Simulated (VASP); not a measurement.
Method: r2SCAN meta-GGA, VASP's PBE PAW potentials (set 64) (plane waves; VASP).

The input files of a VASP run:

**POSCAR**
```
Al
1.0
  0.0000000000   2.0250000000   2.0250000000
  2.0250000000   0.0000000000   2.0250000000
  2.0250000000   2.0250000000   0.0000000000
Al
1
direct
  0.0000000000   0.0000000000   0.0000000000
```

### KPOINTS
```
Automatic mesh
0
Gamma
14 14 14
0 0 0
```

### INCAR
```
SYSTEM = Al
PREC = Accurate; ENCUT = 400; LREAL = .False.
LASPH = .True.
EDIFF = 1E-6; NELM = 100; ALGO = Normal
LMIXTAU = .True.
ISMEAR = 1; SIGMA = 0.1
METAGGA = R2SCAN
IBRION = 2; NSW = 60; ISIF = 3
EDIFFG = -0.01
LWAVE = .False.; LCHARG = .False.
```

POTCAR, in this order: Al (PBE.64 set). Program: vasp_std.

Output

**OUTCAR**
```
 ion  position               nearest neighbor table
   1  0.000  0.000  0.000-
  LATTYP: Found a face centered cubic cell.
 ALAT       =     4.0500000000
 Subroutine PRICEL returns:
 Original cell was already a primitive cell.
 Subroutine GETGRP returns: Found 48 space group operations
The static configuration has the point symmetry O_h .
The dynamic configuration has the point symmetry O_h .
 Subroutine INISYM returns: Found 48 space group operations
 Subroutine IBZKPT returns following result:
 Found    104 irreducible k-points:

 Following reciprocal coordinates:
            Coordinates               Weight
  0.000000  0.000000  0.000000      1.000000
  0.071429  0.000000  0.000000      8.000000
  0.142857  0.000000  0.000000      8.000000
  0.214286  0.000000  0.000000      8.000000
  0.285714  0.000000  0.000000      8.000000
  0.357143  0.000000  0.000000      8.000000
  0.428571  0.000000  0.000000      8.000000
  0.500000  0.000000  0.000000      4.000000
  0.071429  0.071429  0.000000      6.000000
  0.142857  0.071429  0.000000     24.000000
  0.214286  0.071429  0.000000     24.000000
  0.285714  0.071429  0.000000     24.000000
  0.357143  0.071429  0.000000     24.000000
  0.428571  0.071429  0.000000     24.000000
  0.500000  0.071429  0.000000     24.000000
 -0.428571  0.071429  0.000000     24.000000
 -0.357143  0.071429  0.000000     24.000000
 -0.285714  0.071429  0.000000     24.000000
 -0.214286  0.071429  0.000000     24.000000
 -0.142857  0.071429  0.000000     24.000000
 -0.071429  0.071429  0.000000     12.000000
  0.142857  0.142857  0.000000      6.000000
  0.214286  0.142857  0.000000     24.000000
  0.285714  0.142857  0.000000     24.000000
  0.357143  0.142857  0.000000     24.000000
...
```

File OSZICAR:
```
       N       E                     dE             d eps       ncg     rms          rms(c)
DAV:   1    -0.533091443748E+01   -0.53309E+01   -0.78352E+02  1210   0.262E+02
DAV:   2    -0.689759639867E+01   -0.15667E+01   -0.14228E+01  1350   0.270E+01
DAV:   3    -0.690850367379E+01   -0.10907E-01   -0.10670E-01  1390   0.265E+00
DAV:   4    -0.690853792528E+01   -0.34251E-04   -0.34252E-04  1440   0.143E-01
DAV:   5    -0.690853817810E+01   -0.25282E-06   -0.25175E-06  1405   0.941E-03    0.296E+00
DAV:   6    -0.670466879657E+01    0.20387E+00   -0.95656E-02  1490   0.206E+00    0.185E+00
DAV:   7    -0.699777305485E+01   -0.29310E+00   -0.68301E-02  1270   0.182E+00    0.681E-01
DAV:   8    -0.666680757367E+01    0.33097E+00   -0.98954E-02  1270   0.208E+00    0.220E-01
DAV:   9    -0.672112560144E+01   -0.54318E-01   -0.38930E-02  1070   0.110E+00    0.106E-01
DAV:  10    -0.672246110881E+01   -0.13355E-02   -0.16269E-03  1430   0.312E-01    0.178E-01
DAV:  11    -0.672380280250E+01   -0.13417E-02   -0.34939E-04  1350   0.147E-01    0.139E-01
DAV:  12    -0.672216097856E+01    0.16418E-02   -0.29326E-04  1190   0.121E-01    0.632E-02
DAV:  13    -0.672214344682E+01    0.17532E-04   -0.96862E-05  1400   0.836E-02    0.699E-02
DAV:  14    -0.672221265695E+01   -0.69210E-04   -0.17017E-05  1095   0.489E-02    0.895E-02
DAV:  15    -0.672219848772E+01    0.14169E-04   -0.21045E-05  1195   0.392E-02    0.102E-01
DAV:  16    -0.672217174007E+01    0.26748E-04   -0.24767E-05  1365   0.453E-02    0.943E-02
DAV:  17    -0.672217537561E+01   -0.36355E-05   -0.11321E-06  1180   0.120E-02    0.537E-02
DAV:  18    -0.672218350910E+01   -0.81335E-05   -0.60900E-06  1060   0.257E-02    0.119E-02
DAV:  19    -0.672218389719E+01   -0.38810E-06   -0.38780E-07   755   0.880E-03
   1 F= -.67221839E+01 E0= -.67221324E+01  d E =-.672218E+01
       N       E                     dE             d eps       ncg     rms          rms(c)
DAV:   1    -0.673140036697E+01   -0.92169E-02   -0.16253E-01  1310   0.277E+00    0.577E-01
DAV:   2    -0.673334889328E+01   -0.19485E-02   -0.33341E-03  1445   0.491E-01    0.141E-01
DAV:   3    -0.673262482217E+01    0.72407E-03   -0.62134E-04  1160   0.187E-01    0.694E-02
DAV:   4    -0.673301314238E+01   -0.38832E-03   -0.68588E-04  1195   0.209E-01    0.241E-02
DAV:   5    -0.673276264089E+01    0.25050E-03   -0.35760E-04  1190   0.136E-01    0.339E-02
DAV:   6    -0.673273966743E+01    0.22973E-04   -0.18383E-05  1170   0.334E-02    0.209E-03
DAV:   7    -0.673273030632E+01    0.93611E-05   -0.30399E-06  1195   0.147E-02    0.145E-03
DAV:   8    -0.673273049805E+01   -0.19174E-06   -0.13954E-07   545   0.474E-03
   2 F= -.67327305E+01 E0= -.67325857E+01  d E =-.105466E-01
       N       E                     dE             d eps       ncg     rms          rms(c)
DAV:   1    -0.673344298835E+01   -0.71268E-03   -0.59660E-03  1310   0.529E-01    0.112E-01
DAV:   2    -0.673350611934E+01   -0.63131E-04   -0.13391E-04  1475   0.973E-02    0.282E-02
DAV:   3    -0.673345770180E+01    0.48418E-04   -0.28910E-05  1210   0.396E-02    0.122E-02
DAV:   4    -0.673346675893E+01   -0.90571E-05   -0.32674E-05  1245   0.448E-02    0.447E-03
DAV:   5    -0.673345181951E+01    0.14939E-04   -0.13539E-05  1240   0.262E-02    0.654E-03
DAV:   6    -0.673345391630E+01   -0.20968E-05   -0.28516E-07   540   0.486E-03    0.590E-04
DAV:   7    -0.673345375604E+01    0.16026E-06   -0.95786E-08   520   0.290E-03
   3 F= -.67334538E+01 E0= -.67332973E+01  d E =-.112699E-01
```

OUTCAR:
```
------------------------ aborting loop because EDIFF is reached ----------------------------------------
  FORCE on cell =-STRESS in cart. coord.  units (eV):
  Direction    XX          YY          ZZ          XY          YZ          ZX
  --------------------------------------------------------------------------------------
  Total        0.0027498      0.0027498      0.0027498     -0.0000000      0.0000000      0.0000000
  in kB        0.2790850      0.2790850      0.2790850     -0.0000000      0.0000000      0.0000000
  external PRESSURE =       0.2790850 kB  Pullay stress =       0.0000000 kB
  volume of cell :       15.79
      direct lattice vectors                 reciprocal lattice vectors
     0.000000000  1.991037178  1.991037178    -0.251125396  0.251125396  0.251125396
     1.991037178  0.000000000  1.991037178     0.251125396 -0.251125396  0.251125396
     1.991037178  1.991037178  0.000000000     0.251125396  0.251125396 -0.251125396
 POSITION                                       TOTAL-FORCE (eV/Angst)
 -----------------------------------------------------------------------------------
      0.00000      0.00000      0.00000         0.000000      0.000000      0.000000
 -----------------------------------------------------------------------------------
    total drift:                                0.000000     -0.000000     -0.000000
  FREE ENERGIE OF THE ION-ELECTRON SYSTEM (eV)
  ---------------------------------------------------
  free  energy   TOTEN  =        -6.7334537560 eV

  energy  without entropy=       -6.7329843207  energy(sigma->0) =       -6.73329728

 reached required accuracy - stopping structural energy minimisation
```
(Selected blocks of OUTCAR.)

### CONTCAR
```
Al
   1.00000000000000
     0.0000000000000000    1.9910371782086016    1.9910371782086016
     1.9910371782086016    0.0000000000000000    1.9910371782086016
     1.9910371782086016    1.9910371782086016    0.0000000000000000
  Al
     1
Direct
     0.0000000000000000    0.0000000000000000    0.0000000000000000
```

**OUTCAR**
```
 val. band max:        8.4763533834   @ k =   0.5000   0.2857   0.0000

 cond. band min:       8.5174740752   @ k =  -0.3571   0.4286   0.0714


 Fermi energy:         8.4860726037

 k-point     1 :       0.0000    0.0000    0.0000
  band No.  band energies     occupation
      1      -3.6700      2.00000
      2      22.0610      0.00000
      3      22.0610      0.00000
      4      22.0610      0.00000
      5      24.3262      0.00000

 k-point     2 :       0.0714    0.0000    0.0000
  band No.  band energies     occupation
      1      -3.5183      2.00000
      2      19.8696      0.00000
      3      21.6809      0.00000
      4      21.6809      0.00000
      5      24.7981      0.00000

 k-point     3 :       0.1429    0.0000    0.0000
  band No.  band energies     occupation
      1      -3.0643      2.00000
      2      16.7509      0.00000
      3      21.0716      0.00000
      4      21.0716      0.00000
      5      24.6096      0.00000

 k-point     4 :       0.2143    0.0000    0.0000
  band No.  band energies     occupation
      1      -2.3109      2.00000
      2      13.6983      0.00000
      3      20.5980      0.00000
      4      20.5980      0.00000
      5      24.3239      0.00000

 k-point     5 :       0.2857    0.0000    0.0000
  band No.  band energies     occupation
      1      -1.2631      2.00000
      2      10.8274      0.00000
      3      20.3380      0.00000
      4      20.3380      0.00000
      5      23.9850      0.00000

 k-point     6 :       0.3571    0.0000    0.0000
  band No.  band energies     occupation
      1       0.0720      2.00000
      2       8.1785      2.00012
      3      20.3103      0.00000
      4      20.3103      0.00000
      5      22.7759      0.00000

 k-point     7 :       0.4286    0.0000    0.0000
  band No.  band energies     occupation
      1       1.6819      2.00000
      2       5.7770      2.00000
      3      20.5110      0.00000
...
```

Energy and stress use the plane-wave basis of the starting cell.

The compound is Al in the fcc structure. This run relaxes it. Symmetry was kept, so distortions that lower it aren't found.
